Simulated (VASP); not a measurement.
All values below come from HSE06 screened hybrid, VASP's PBE PAW potentials (set 64) (plane waves; VASP).

VASP ran on this input.

### KPOINTS
```
Automatic mesh
0
Gamma
1 1 1
0 0 0
```

INCAR:
```
SYSTEM=SbSi63
PREC=Normal; ENCUT=400; LREAL=Auto
LASPH=.True.; ISYM=0; NELECT=256.0
EDIFF=1E-5; NELM=50; NELMIN=4
ALGO=Normal; LMAXMIX=4
ISMEAR=0; SIGMA=0.05
GGA=PE; LHFCALC=.True.; AEXX=0.25
HFSCREEN=0.2; PRECFOCK=Fast
ISIF=0
LWAVE=.False.; LCHARG=.False.
```

POSCAR:
```
SbSi63
1
   10.9370747000     0.0000000000     0.0000000000
    0.0000000000    10.9370747000     0.0000000000
    0.0000000000     0.0000000000    10.9370747000
Si Sb
63 1
Direct
  0.4999920797   0.0001263270   0.0002806580
  0.6255040457   0.1239077067   0.1241734939
  0.7502642403   0.2496454442   0.0001411046
  0.8760332108   0.3744749654   0.1241541652
  0.7502875283   0.9999706686   0.2498797157
  0.8761985332   0.1239855334   0.3744767294
  0.9999891570   0.0000054713   0.9999713402
  0.1250893730   0.1250590234   0.1250592147
  0.2498729906   0.2498348141   0.0001955908
  0.3750738809   0.3749829319   0.1244353121
  0.4999693879   0.4999579832   0.0001827110
  0.6251198605   0.6250771826   0.1241515935
  0.7502592472   0.7502651693   0.9999812853
  0.8749459066   0.8749265592   0.1250862464
  0.2498748428   0.0003099150   0.2498897685
  0.3751265549   0.1245710001   0.3751112501
  0.4991503694   0.2475075794   0.2474510033
  0.6357275286   0.3649029626   0.3648992849
  0.7529685922   0.5014902896   0.2472524243
  0.8758844228   0.6252049069   0.3751262256
  0.4999656218   0.0000632973   0.4999636083
  0.6249531523   0.1242617626   0.6249967866
  0.7529987622   0.2471741138   0.5013237559
  0.8759620821   0.3748938226   0.6251444997
  0.7501545316   0.0001489329   0.7502033974
  0.8749494187   0.1250485996   0.8749319779
  0.9998615917   0.4999946194   0.0003503076
  0.1238540867   0.6254851157   0.1240356974
  0.2496727799   0.7503657718   0.0001723300
  0.3744820892   0.8762630256   0.1240570454
  0.0001898771   0.2498550796   0.2498222296
  0.1243660625   0.3750531315   0.3750337797
  0.2473151110   0.4990292335   0.2472699651
  0.3645716358   0.6358968228   0.3645331940
  0.5014066549   0.7530656813   0.2471031070
  0.6251495471   0.8757937023   0.3751786895
  0.9997590030   0.9999250507   0.4999816007
  0.1237747440   0.1236992852   0.6254731486
  0.2470271944   0.2471381448   0.4990206540
  0.3637021646   0.3642373434   0.6365360599
  0.6355966752   0.6354561849   0.6362842068
  0.7526628470   0.7526541652   0.4991326950
  0.8759207378   0.8760979716   0.6255391983
  0.2497974036   0.9999972285   0.7502498037
  0.3745111742   0.1238195706   0.8763052152
  0.5011981380   0.2470231784   0.7531535844
  0.6250733160   0.3748386574   0.8760570845
  0.7531409978   0.4985746978   0.7532641516
  0.8763011936   0.6255109070   0.8762684021
  0.0000344258   0.7503563282   0.2498339507
  0.1238975710   0.8763477907   0.3744914271
  0.0000070327   0.4999866812   0.4999554602
  0.1240679637   0.6251455774   0.6249672272
  0.2470560994   0.7530964513   0.5012127564
  0.3749981787   0.8758610298   0.6251059230
  0.0000758784   0.2497268315   0.7502932081
  0.1237254591   0.3745156804   0.8764836105
  0.2466225540   0.5015846559   0.7534318594
  0.3749511372   0.6251819566   0.8761054489
  0.4987629400   0.7531078904   0.7532117692
  0.6255221076   0.8763279383   0.8762986745
  0.9999835315   0.7503201123   0.7501849873
  0.1250730167   0.8749437259   0.8749302519
  0.4994117582   0.4999898185   0.5009141521
```

POTCAR, in this order: Si Sb (PBE.64 set). Program: vasp_gam. Read from the step before: WAVECAR.

The resulting files:

File OSZICAR:
```
       N       E                     dE             d eps       ncg     rms          rms(c)
DAV:   1    -0.401239223563E+03   -0.40124E+03   -0.14460E+01   322   0.855E+00    0.257E+01
DAV:   2    -0.401351262998E+03   -0.11204E+00   -0.36475E-01   372   0.138E+00    0.184E+01
DAV:   3    -0.401338319578E+03    0.12943E-01   -0.12483E-02   355   0.223E-01    0.114E+01
DAV:   4    -0.401332127456E+03    0.61921E-02   -0.17696E-03   339   0.889E-02    0.673E+00
DAV:   5    -0.401329920724E+03    0.22067E-02   -0.60155E-04   339   0.517E-02    0.395E+00
DAV:   6    -0.401329181186E+03    0.73954E-03   -0.21864E-04   339   0.311E-02    0.231E+00
DAV:   7    -0.401328936582E+03    0.24460E-03   -0.82192E-05   338   0.190E-02    0.135E+00
DAV:   8    -0.401328863733E+03    0.72849E-04   -0.27416E-05   227   0.112E-02    0.792E-01
DAV:   9    -0.401328846249E+03    0.17484E-04   -0.11675E-05   171   0.744E-03    0.463E-01
DAV:  10    -0.401328844320E+03    0.19294E-05   -0.42489E-06   179   0.452E-03
   1 F= -.40132884E+03 E0= -.40132884E+03  d E =-.143670E-14
```

OUTCAR:
```
------------------------ aborting loop because EDIFF is reached ----------------------------------------
  volume of cell :     1308.29
      direct lattice vectors                 reciprocal lattice vectors
    10.937074700  0.000000000  0.000000000     0.091432127  0.000000000  0.000000000
     0.000000000 10.937074700  0.000000000     0.000000000  0.091432127  0.000000000
     0.000000000  0.000000000 10.937074700     0.000000000  0.000000000  0.091432127
 POSITION                                       TOTAL-FORCE (eV/Angst)
 -----------------------------------------------------------------------------------
      5.46845      0.00138      0.00307         0.001976     -0.004471      0.004345
      6.84118      1.35519      1.35809        -0.004285     -0.003966     -0.007847
      8.20570      2.73039      0.00154         0.000631      0.003231     -0.005036
      9.58124      4.09566      1.35788         0.007961      0.007956     -0.009072
      8.20595     10.93675      2.73295         0.003228     -0.010955      0.002698
      9.58305      1.35604      4.09568         0.002299     -0.006652      0.009134
     10.93696      0.00006     10.93676         0.002059     -0.003886      0.003547
      1.36811      1.36778      1.36778        -0.017594     -0.010831     -0.018674
      2.73288      2.73246      0.00214        -0.002994     -0.002974      0.003406
      4.10221      4.10122      1.36096         0.001334      0.010262     -0.000074
      5.46820      5.46808      0.00200         0.005476      0.001988      0.000051
      6.83698      6.83652      1.35786        -0.008580      0.001494      0.005288
      8.20564      8.20571     10.93687         0.002822     -0.000557      0.010516
      9.56935      9.56914      1.36808         0.016220      0.020887     -0.018586
      2.73290      0.00339      2.73306         0.001250      0.004157      0.004135
      4.10279      1.36244      4.10262         0.000554     -0.000914     -0.000798
      5.45924      2.70701      2.70639         0.008799     -0.009729     -0.001671
      6.95300      3.99097      3.99093        -0.111954      0.102418      0.103963
      8.23527      5.48484      2.70422        -0.004226     -0.017786      0.007896
      9.57961      6.83791      4.10278        -0.004172     -0.000937      0.000466
      5.46816      0.00069      5.46814         0.002640     -0.002914      0.007523
      6.83516      1.35906      6.83564        -0.003163      0.005933     -0.003421
      8.23560      2.70336      5.48302        -0.002918     -0.000020     -0.014657
      9.58046      4.10024      6.83725        -0.004676      0.009948     -0.005171
      8.20450      0.00163      8.20503        -0.000599      0.003264      0.005125
      9.56939      1.36767      9.56920         0.015915     -0.010785      0.017180
     10.93556      5.46848      0.00383         0.003035     -0.004867      0.003463
      1.35460      6.84098      1.35659        -0.004458     -0.001897     -0.004791
      2.73069      8.20681      0.00188         0.007468     -0.007346     -0.009156
      4.09574      9.58375      1.35682         0.005972      0.006293     -0.004819
      0.00208      2.73268      2.73232         0.005406     -0.003952      0.001622
      1.36020      4.10198      4.10177        -0.000110      0.007578      0.001821
      2.70490      5.45792      2.70441        -0.003804      0.000903      0.000598
      3.98735      6.95485      3.98693         0.097483     -0.105629      0.103711
      5.48392      8.23634      2.70259        -0.013944     -0.004793      0.004275
      6.83731      9.57862      4.10336        -0.007868      0.001023     -0.000911
     10.93444     10.93625      5.46834         0.000691      0.001176      0.005239
      1.35373      1.35291      6.84085        -0.010017     -0.003914     -0.007399
      2.70175      2.70297      5.45783        -0.004618     -0.005190      0.015188
      3.97784      3.98369      6.96184         0.114626      0.108664     -0.118957
      6.95157      6.95003      6.95909        -0.104247     -0.096420     -0.111152
      8.23193      8.23183      5.45905         0.006026      0.001455      0.007613
      9.58001      9.58195      6.84157         0.003937      0.010150     -0.005569
      2.73205     10.93704      8.20554         0.000384     -0.009350      0.004265
      4.09606      1.35422      9.58422         0.006940     -0.005116      0.006298
      5.48164      2.70171      8.23730        -0.014727      0.001333      0.000858
      6.83647      4.09964      9.58150        -0.003937      0.009704     -0.005317
      8.23716      5.45295      8.23851        -0.004152      0.018300     -0.002065
      9.58417      6.84126      9.58381         0.003234     -0.006421      0.004661
      0.00038      8.20670      2.73245        -0.007874     -0.003716      0.003589
      1.35508      9.58468      4.09584        -0.007554      0.006399      0.009512
      0.00008      5.46839      5.46805         0.001038     -0.001234      0.008670
      1.35694      6.83726      6.83531         0.006342     -0.001057     -0.003653
      2.70207      8.23667      5.48180         0.002426      0.001692     -0.011628
      4.10138      9.57936      6.83683         0.002723     -0.001069     -0.007046
      0.00083      2.73128      8.20601        -0.005162      0.000763      0.003966
      1.35319      4.09611      9.58617        -0.011002      0.010777      0.003734
      2.69733      5.48587      8.24034         0.012074     -0.025899     -0.007764
      4.10087      6.83766      9.58203         0.002594     -0.001118     -0.005061
      5.45501      8.23680      8.23793         0.015612     -0.006326      0.001057
      6.84138      9.58446      9.58414        -0.011354      0.011723      0.008483
     10.93689      8.20631      8.20483         0.008895     -0.004860      0.004814
      1.36793      9.56932      9.56918        -0.016823      0.019652      0.015637
      5.46210      5.46843      5.47854         0.016739     -0.001571     -0.014049
 -----------------------------------------------------------------------------------
    total drift:                               -0.035021      0.010266      0.059592
  FREE ENERGIE OF THE ION-ELECTRON SYSTEM (eV)
  ---------------------------------------------------
  free  energy   TOTEN  =      -401.3288443200 eV

  energy  without entropy=     -401.3288443200  energy(sigma->0) =     -401.32884432

  exchange ACFDT corr.  =         0.00000000  see jH, gK, PRB 81, 115126
```
(Selected blocks of OUTCAR.)

The cell is charged, with a uniform compensating background. The supercell is sampled at Γ alone, which is coarse: total energies, pressure and levels can be off, energies of defects by several tenths of an eV.

The cell is a supercell with a defect, built from Si (diamond): Sb_Si, charge +1. The cell's shape comes from a PBE relaxation. The run is not spin-polarised, so no state with unpaired spins was tried.
